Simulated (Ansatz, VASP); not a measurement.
One calculation of CdCu, two programs

```
Cd Cu
1.0
     0.00000    2.98555    2.98555
     2.98555    0.00000    2.98555
     2.98555    2.98555    0.00000
Cd Cu
1 1
Cartesian
  0.0000 0.0000 0.0000
  4.4783 4.4783 4.4783
```

Change from the starting cell: species swapped into the CdS type (F-43m, No. 216).

Alike in both runs: functional PBE; k mesh 6 × 6 × 6; occupations gaussian, width 0.1 eV; no spin polarisation.

Ansatz relaxed the structure, and its values are those at the end. VASP's run is a single point on that final structure, the one shown.

```csv
,VASP,Ansatz
version,VASP 6.6.1,Ansatz 0.2.0
potentials or method,"VASP PAW PBE potentials, release 64 (Cd, Cu)","scalar-relativistic, plane waves, PAW"
plane-wave cutoff (eV),520,420
valence electrons in the cell,23,39
```

```tsv
	VASP	Ansatz	Ansatz less VASP
gap on the k mesh at the Fermi level (eV)	none	none	-
pressure (GPa)	0.3	0.0	-0.26
```

A gap of «none» marks a metal or a gap that the smearing closes. The functional is the same, so the differences come from potentials, cutoffs and numerics. The two sets of potentials don't hold the same shells in valence.
